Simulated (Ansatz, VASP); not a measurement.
Two plane-wave programs on ZnSbO2

```
Zn Sb O
1.0
     4.10995    0.00000    0.00000
    -2.05498    3.55932    0.00000
     0.00000    0.00000    4.13038
Zn Sb O
1 1 2
Direct
  0.66667 0.33333 0.50000
  0.00000 0.00000 0.50000
  0.33333 0.66667 0.18412
  0.33333 0.66667 0.81588
```

Alike in both runs: task single point; functional PBE; k mesh 6 × 6 × 4; occupations gaussian, width 0.1 eV; no spin polarisation.

```csv
,VASP,Ansatz
version,VASP 6.6.1,Ansatz 0.2.0
potentials or method,"VASP PAW PBE potentials, release 64 (Zn, Sb, O)","scalar-relativistic, plane waves, PAW"
plane-wave cutoff (eV),520,420
valence electrons in the cell,29,39
```

```tsv
	VASP	Ansatz	Ansatz less VASP
gap on the k mesh at the Fermi level (eV)	none	none	-
pressure (GPa)	16.4	16.4	+0.03
largest component of the traceless stress (GPa)	21.39	21.81	+0.421
rms of the force components (eV/Å)	1.021	1.092	+0.0704
```

Atom by atom the forces differ by 0.070 eV/Å (rms over components). A gap of «none» marks a metal or a gap that the smearing closes. The functional is the same, so the differences come from potentials, cutoffs and numerics. The two sets of potentials don't hold the same shells in valence.

Caveats: the k mesh is coarse (spacing up to 0.38 Å⁻¹), so the values aren't converged; so large a pressure means that the cell lies far from this level's equilibrium, or that cutoff or potentials fall short (VASP); an odd number of electrons without spin polarisation forces a metal; a magnetic or distorted state may lie lower. The runs have no spin-orbit coupling, so splittings on Sb are missing.
